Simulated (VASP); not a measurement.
```cif
data_Rb
_chemical_formula_sum 'Rb1'
_space_group_name_H-M_alt 'P 1'
_space_group_IT_number 1
_cell_length_a 5.04864
_cell_length_b 5.04864
_cell_length_c 5.04864
_cell_angle_alpha 109.471
_cell_angle_beta 109.471
_cell_angle_gamma 109.471
loop_
_space_group_symop_operation_xyz
  'x, y, z'
loop_
_atom_site_label
_atom_site_type_symbol
_atom_site_fract_x
_atom_site_fract_y
_atom_site_fract_z
_atom_site_occupancy
Rb1 Rb 0.00000 0.00000 0.00000 1
```

The numbers are results of revPBE GGA, VASP's PBE PAW potentials (set 64) (plane waves; VASP), not measurements. Run with 520 eV cut-off, 9×9×9 Γ-centred mesh, first-order Methfessel-Paxton smearing of 0.10 eV, potentials Rb_sv.

Q: Give the energy at these volumes per atom, relative to the lowest: 93.21, 96.18, 99.16, 102.13, 105.11 Å³.

A: 2.8, 0.7, 0.0, 0.7, 2.5 meV/atom. A third-order Birch-Murnaghan fit gives B0 = 2.4 GPa and B0′ = 3.7.

Measured: a 5.576 Å at 0 K (computed value off by +4.6 %), as given by Gábor I. Csonka et al., Physical Review B (2009), arXiv:0903.4037 [low-temperature or extrapolated to 0 K; zero-point anharmonic expansion removed].

The compound is Rb in the bcc structure. It was relaxed first, which changed the volume by +10 %.
